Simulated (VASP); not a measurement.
Output of a VASP run:

**OSZICAR**
```
       N       E                     dE             d eps       ncg     rms          rms(c)
DAV:   1     0.907879669474E+02    0.90788E+02   -0.12310E+04 14072   0.231E+03
DAV:   2    -0.107872642094E+01   -0.91867E+02   -0.90522E+02 13992   0.293E+02
DAV:   3    -0.350664678288E+01   -0.24279E+01   -0.24227E+01 16856   0.595E+01
DAV:   4    -0.351296297533E+01   -0.63162E-02   -0.63159E-02 16312   0.303E+00
DAV:   5    -0.351297184163E+01   -0.88663E-05   -0.88664E-05 16560   0.932E-02    0.496E+00
DAV:   6    -0.319596690049E+01    0.31700E+00   -0.15432E+00 13992   0.287E+01    0.350E+00
DAV:   7    -0.318017418746E+01    0.15793E-01   -0.50830E-02 17448   0.434E+00    0.182E+00
DAV:   8    -0.317246777047E+01    0.77064E-02   -0.20043E-03 19144   0.751E-01    0.545E-02
DAV:   9    -0.317241900153E+01    0.48769E-04   -0.24780E-04 19208   0.255E-01    0.299E-02
DAV:  10    -0.317242285983E+01   -0.38583E-05   -0.21313E-05 14832   0.467E-02    0.304E-03
DAV:  11    -0.317242270135E+01    0.15848E-06   -0.58376E-07 17280   0.133E-02    0.209E-03
DAV:  12    -0.317242240483E+01    0.29652E-06   -0.23733E-08  8552   0.349E-03    0.564E-04
DAV:  13    -0.317242242311E+01   -0.18276E-07   -0.82063E-09  8016   0.135E-03
   1 F= -.31724224E+01 E0= -.31724174E+01  d E =-.317242E+01
```

**OUTCAR**
```
------------------------ aborting loop because EDIFF is reached ----------------------------------------
  FORCE on cell =-STRESS in cart. coord.  units (eV):
  Direction    XX          YY          ZZ          XY          YZ          ZX
  --------------------------------------------------------------------------------------
  Total        0.1413623      0.1362566      0.0536638      0.0000000     -0.1163668      0.0000000
  in kB        8.0991702      7.8066436      3.0745992      0.0000000     -6.6670864      0.0000000
  external PRESSURE =       6.3268043 kB  Pullay stress =       0.0000000 kB
  volume of cell :       27.96
      direct lattice vectors                 reciprocal lattice vectors
     1.319408643 -2.285283221 -0.017139624     0.378957651 -0.218803570  0.001641027
     1.319408643  2.285283221  0.017139624     0.378957651  0.218803570 -0.001641027
     0.000000000  0.034780835  4.637444721     0.000000000 -0.001617361  0.215648124
 POSITION                                       TOTAL-FORCE (eV/Angst)
 -----------------------------------------------------------------------------------
      1.31941      0.77046      1.16507         0.000000      0.001330     -0.000063
      1.31941     -0.73568      3.47237         0.000000     -0.001330      0.000063
 -----------------------------------------------------------------------------------
    total drift:                                0.000000     -0.000000      0.000000
  FREE ENERGIE OF THE ION-ELECTRON SYSTEM (eV)
  ---------------------------------------------------
  free  energy   TOTEN  =        -3.1724224231 eV

  energy  without entropy=       -3.1724072722  energy(sigma->0) =       -3.17241737

 reached required accuracy - stopping structural energy minimisation
```
(Selected blocks of OUTCAR.)

File POSCAR:
```
Zn
1
    1.3194086430    -2.2852832206    -0.0171396242
    1.3194086430     2.2852832206     0.0171396242
    0.0000000000     0.0347808354     4.6374447213
Zn
2
Direct
  0.3333330000   0.6666670000   0.2500000000
  0.6666670000   0.3333330000   0.7500000000
```

Q: Write an INCAR and KPOINTS that could have produced this output.

A: This is not unique; one that fits is the input of the run itself, PBEsol GGA, plane waves, VASP's PBE PAW potentials (set 64).

**KPOINTS**
```
Automatic mesh
0
Gamma
14 14 8
0 0 0
```

### INCAR
```
# general
SYSTEM  = Zn
PREC    = Accurate
ENCUT   = 480
LREAL   = .FALSE.
LASPH   = .TRUE.

# electronic loop
EDIFF   = 1E-7   # SCF stop (eV)
NELM    = 100
ALGO    = Normal
LMAXMIX = 4   # l cut-off of mixed one-centre charges

# smearing
ISMEAR  = 1   # Methfessel-Paxton
SIGMA   = 0.1   # width (eV)

# functional
GGA     = PS   # PBEsol

# ions
IBRION  = 2   # conjugate gradients
NSW     = 30   # most ionic steps
ISIF    = 2   # forces and stress, cell fixed
EDIFFG  = -0.01

# output
LWAVE   = .FALSE.
LCHARG  = .FALSE.
```

POTCAR, in this order: Zn (PBE.64 set). Program: vasp_std.

The compound is Zn in the hcp structure. This cell was strained or had an atom moved on purpose.
